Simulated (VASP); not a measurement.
An input for Ansatz (written as the equivalent of a VASP run, and not itself run):

Ansatz 0.2 input:
```yaml
crystal:
  lattice:
    - [2.9472350, 0.0000000, 0.0000000]
    - [-1.4736170, 2.5523800, 0.0000000]
    - [0.0000000, 0.0000000, 4.7545010]
  atoms:
    - { symbol: N, position: [0.0107610, 0.0034180, -0.0058980] }
    - { symbol: W, position: [0.3142090, 0.6603560, 0.2631620] }
    - { symbol: W, position: [0.6750290, 0.3362260, 0.7427360] }
kpoints:
  mp_grid: { grid: [10, 10, 6] }
hamiltonian:
  xc: pbe
  pseudopotentials: { kind: paw }
scf:
  occupations: { method: gaussian, width: 0.1 }
  max_iter: 100
output: { forces: true, stress: true, eigenvalues: true }
```

Task: Translate this input to VASP (INCAR, KPOINTS, POSCAR, choice of POTCAR).

Result: Several could match; the one computed here: 
POSCAR:
```
W2N
2.9472350
  1.0000000000   0.0000000000   0.0000000000
 -0.4999998303   0.8660252745   0.0000000000
  0.0000000000   0.0000000000   1.6132072943
N W
1 2
Cart
  0.0090520006   0.0029600744  -0.0095146966
 -0.0159688880   0.5718849862   0.4245348580
  0.5069160570   0.2911802140   1.1981871329
```

### INCAR
```
! general
SYSTEM =W2N
PREC   =Accurate
ENCUT  =400
LREAL  =F   ! projection in real space or not
LASPH  =T

! electronic loop
EDIFF  =1E-6
NELM   =100   ! most electronic steps
ALGO   =Normal   ! blocked Davidson
LMAXMIX=6

! smearing
ISMEAR =0
SIGMA  =0.1   ! width (eV)

! functional
GGA    =PE

! ions
ISIF   =2

! output
LWAVE  =F
LCHARG =F
```

File KPOINTS:
```
Automatic mesh
0
G
  10 10 6
```

POTCAR, in this order: N W_sv (PBE.64 set). Program: vasp_std.

What does not carry over: each code has its own PAW files, so the cut-off isn't converted (ENCUT is set for VASP's; basis.ecutwfc is left out, and Ansatz then takes the one that its files recommend); Ansatz stops its SCF on the density residual and VASP on the energy change (EDIFF).

The structure was generated: W2N was put into an ordered model structure, which need not be its known phase. The cell was not relaxed at this level, atoms are displaced from their ideal sites.
